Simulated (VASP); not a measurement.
Given:

```
CELL_PARAMETERS angstrom
      3.15000     0.00000     0.00000
      0.00000     3.15000     0.00000
      0.00000     0.00000     3.15000
ATOMIC_POSITIONS crystal
  Zn 0.50000 0.50000 0.50000
  Au 0.00000 0.00000 0.00000
```

All values below come from PBE GGA with D3 dispersion (Becke-Johnson damping), VASP's PBE PAW potentials (set 64) (plane waves; VASP). Run with 520 eV cut-off, 10×10×10 Γ-centred mesh, first-order Methfessel-Paxton smearing of 0.10 eV, potentials Zn Au.

Problem. The ions, cell shape and volume are relaxed. What does this cell relax into?

Solution. 
```
CELL_PARAMETERS angstrom
      3.13923     0.00000     0.00000
      0.00000     3.13923     0.00000
      0.00000     0.00000     3.13923
ATOMIC_POSITIONS crystal
  Zn 0.50000 0.50000 0.50000
  Au 0.00000 0.00000 0.00000
```
Space group Pm-3m (221), at a tolerance of 0.03 Å.

Problem. How do energy and volume change from the first to the last step?

Solution. The energy (σ→0) changes by -0.7 meV/atom and the volume by -1.0 %, in 3 ionic steps.

The compound is AuZn in the CsCl type structure. This run relaxes it. Symmetry was kept, so distortions that lower it aren't found. The electron count is odd and the run is not spin-polarised, which forces a metal.
